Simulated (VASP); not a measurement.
An input for Quantum ESPRESSO's pw.x (written as the equivalent of a VASP run, and not itself run):

```
&CONTROL
  calculation = 'scf'
  pseudo_dir = './pseudo'
  outdir = './out'
  tprnfor = .true.
  tstress = .true.
/
&SYSTEM
  ibrav = 0
  nat = 3
  ntyp = 2
  ecutwfc = 84
  occupations = 'smearing'
  smearing = 'methfessel-paxton'
  degauss = 0.00735
  input_dft = 'pbe'
/
&ELECTRONS
  conv_thr = 7.3e-08
  electron_maxstep = 100
/
ATOMIC_SPECIES
  Ti 47.867 Ti.upf
  B 10.810 B.upf
CELL_PARAMETERS angstrom
     1.5453000   -2.6765380    0.0000000
     1.5453000    2.6765380    0.0000000
     0.0000000    0.0000000    3.2946000
ATOMIC_POSITIONS crystal
  Ti   0.0000000  0.0000000  0.0000000
  B    0.3333330  0.6666670  0.5000000
  B    0.6666670  0.3333330  0.5000000
K_POINTS automatic
  10 10 8 0 0 0
```

### Question
Translate this input to VASP (INCAR, KPOINTS, POSCAR, choice of POTCAR).

### Answer
One answer among several that fit: 
### KPOINTS
```
Automatic mesh
0
Gamma
10 10 8
0 0 0
```

POSCAR:
```
TiB2
3.09060
  0.5000000000  -0.8660253672   0.0000000000
  0.5000000000   0.8660253672   0.0000000000
  0.0000000000   0.0000000000   1.0660066007
Ti B
1 2
Cart
  0.0000000000   0.0000000000   0.0000000000
  0.5000000000   0.2886756998   0.5330033003
  0.5000000000  -0.2886756998   0.5330033003
```

INCAR:
```
SIGMA  =  0.1
EDIFF  =  1E-6
LASPH  =  .TRUE.   # aspherical one-centre terms
LWAVE  =  .FALSE.
NELM  =  100   # most electronic steps
SYSTEM  =  TiB2
GGA  =  PE
ALGO  =  Normal
ENCUT  =  750   # plane-wave cut-off (eV)
LMAXMIX  =  4   # l cut-off of mixed one-centre charges
LCHARG  =  .FALSE.
ISMEAR  =  1   # Methfessel-Paxton
PREC  =  Accurate
ISIF  =  2   # forces and stress, cell fixed
LREAL  =  .FALSE.
```

POTCAR, in this order: Ti_sv B (PBE.64 set). Program: vasp_std.

The two are equivalent in intent, not identical: the potentials are each code's own (VASP's PAW set, PseudoDojo norm-conserving files in pw.x), so ENCUT and ecutwfc are chosen apart and not converted; conv_thr bounds pw.x's estimated SCF error, while EDIFF bounds the energy change between steps.

The compound is TiB2 in the AlB2 type structure. The cell was not relaxed at this level. The run is one of a series of settings (ENCUT = 750 against the base run), some of them coarse on purpose.
